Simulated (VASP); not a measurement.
Here is the system:

```
AlNi3
1.0
    3.41132     0.00000     0.00000
    0.00000     3.41132     0.00000
    0.00000     0.00000     3.41132
Al Ni
1 3
Direct
  0.00000   0.00000   0.00000
  0.00000   0.50000   0.50000
  0.50000   0.00000   0.50000
  0.50000   0.50000   0.00000
```
Starting moments (μB, in the order of the record's atoms Al Ni Ni Ni): 0.0 0.2 0.2 0.2.

These are LDA (Ceperley-Alder, Perdew-Zunger), VASP's LDA PAW potentials (set 64) (plane waves; VASP) values and carry that method's errors. Numerical set-up: 520 eV cut-off, 9×9×9 Γ-centred mesh, first-order Methfessel-Paxton smearing of 0.10 eV, potentials Al Ni.

Question: Give the stress tensor in GPa (positive for a compressed cell).

Answer: 
```
15.38   0.00   0.00
 0.00  15.38   0.00
 0.00   0.00  15.38
```
The pressure is its mean diagonal, 15.38 GPa.

The compound is Ni3Al in the L1_2 structure. This cell is one point of a volume scan, at 0.94 of the reference volume.
